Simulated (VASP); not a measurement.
Data:

```xyz
6
Lattice="4.3740 0.0000 0.0000 0.0000 4.3740 0.0000 0.0000 0.0000 3.1330" Properties=species:S:1:pos:R:3 pbc="T T T"
Ir     0.0000     0.0000     0.0000
Ir     2.1870     2.1870     1.5665
O      1.3547     1.3547     0.0000
O      3.5417     0.8323     1.5665
O      0.8323     3.5417     1.5665
O      3.0193     3.0193     0.0000
```

These are PBEsol GGA, VASP's PBE PAW potentials (set 64) (plane waves; VASP) values and carry that method's errors. Run with 620 eV cut-off, 7×7×10 Γ-centred mesh, first-order Methfessel-Paxton smearing of 0.10 eV, potentials Ir O.

Unless said otherwise, spin-orbit coupling is left out, though it shifts the bands of the heavy elements here.

**Question.** Estimate the energy per atom (σ→0), pressure, band gap (on the k-mesh) with the smallest direct gap where there is one.

**Answer.** 
The band gap (on the k-mesh) is none (metal, semimetal or under 0.01 eV), the energy per atom (σ→0) comes out as -7.556 eV/atom and the pressure is 20.00 GPa.

The absolute energy has meaning only against runs of the same code, potentials and settings.

The compound is IrO2 in the rutile structure. It was relaxed first under an external pressure of 20 GPa.
